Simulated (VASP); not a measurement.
```yaml
crystal:
  lattice:
    - [2.85609, 0.00000, 0.00000]
    - [0.00000, 2.85609, 0.00000]
    - [0.00000, 0.00000, 2.85609]
  atoms:
    - { symbol: Ca, position: [0.00000, 0.00000, 0.00000] }
    - { symbol: O, position: [0.50000, 0.50000, 0.50000] }
```

All values below come from PBEsol GGA, VASP's PBE PAW potentials (set 64) (plane waves; VASP 6.6.1). Numerical set-up: 620 eV cut-off, 9×9×9 Γ-centred mesh, Gaussian smearing of 0.050 eV, potentials Ca_sv O.

Q: Estimate the energy per atom (σ→0), pressure.

A: 
energy per atom (σ→0): -6.239 eV/atom
pressure: 5.01 GPa

Total energies compare only between runs with the same potentials, cut-off and functional.

The structure was generated: CaO was put into the CsCl type type (Pm-3m), which need not be its known phase. It was relaxed first under an external pressure of 5 GPa.
